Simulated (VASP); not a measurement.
Input of a VASP 6.6.1 run:

The input INCAR:

```
SYSTEM = MgC2
  ALGO = Fast
  EDIFF = 1E-7
  ENCUT = 520
  GGA = PS
  ISIF = 2
  ISMEAR = 0
  LASPH = .True.
  LCHARG = .True.
  LELF = .True.
  LREAL = .False.
  LVHAR = .True.
  LWAVE = .False.
  NBANDS = 19
  NELM = 60
  PREC = Accurate
  SIGMA = 0.5
```

File KPOINTS:

```
k-points
0
Gamma
  6 6 6
  0 0 0
```

File POSCAR:

```
MgC2
1.0
    3.9204400000      0.0000000000      0.0000000000
    0.0000000000      3.9204400000      0.0000000000
    0.0000000000      0.0000000000      4.8989300000
Mg C
2 4
Direct
    0.5000000000      0.5000000000      0.0000000000
    0.0000000000      0.0000000000      0.5000000000
    0.8868800000      0.8868800000      0.0000000000
    0.6131200000      0.3868800000      0.5000000000
    0.1131200000      0.1131200000      0.0000000000
    0.3868800000      0.6131200000      0.5000000000
```

Potentials or basis: VASP PAW PBE potentials, release 64 (Mg, C).

Command:

```console
$ cat potpaw_PBE.64/Mg/POTCAR potpaw_PBE.64/C/POTCAR > POTCAR
$ mpirun -np 1 vasp_std > vasp.out
```

Problem. What does it give for the band gap on the k mesh?

Solution. 2.31 eV, indirect (least direct gap 2.72 eV).

Problem. What does it give for the pressure?

Solution. 0.1 GPa.

Forces in eV/Å, atoms in the order of the input:
```
Mg   0.000  0.000  0.000
Mg   0.000  0.000  0.000
C   -0.002 -0.002  0.000
C    0.002 -0.002  0.000
C    0.002  0.002  0.000
C   -0.002  0.002  0.000
```

Caveat: the standard files for N, O and F lose accuracy on very short bonds; the PAW data sets were made with another functional, which shifts forces and pressure a little. A k mesh can miss the band edges.
